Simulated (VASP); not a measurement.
Given:

```xyz
1
Lattice="0.0000 2.7571 2.7571 2.7571 0.0000 2.7571 2.7571 2.7571 0.0000" Properties=species:S:1:pos:R:3 pbc="T T T"
Sr     0.0000     0.0000     0.0000
```

The numbers are results of PBE GGA, VASP's PBE PAW potentials (set 64) (plane waves; VASP 6.6.1), not measurements. Settings: 500 eV cut-off, 8×8×8 Γ-centred mesh, Gaussian smearing of 0.050 eV, potentials Sr_sv.

Problem. What does the run give for the energy per atom (σ→0), pressure, band gap (on the k-mesh) with the smallest direct gap where there is one?

Solution. 
The band gap (on the k-mesh) comes out as 0.19 eV and the smallest direct gap (on the k-mesh) comes out as 0.52 eV. The energy per atom (σ→0) comes out as -1.482 eV/atom and the pressure is 4.96 GPa.

The absolute energy has meaning only against runs of the same code, potentials and settings.

The compound is Sr in the fcc structure. It was relaxed first under an external pressure of 5 GPa.
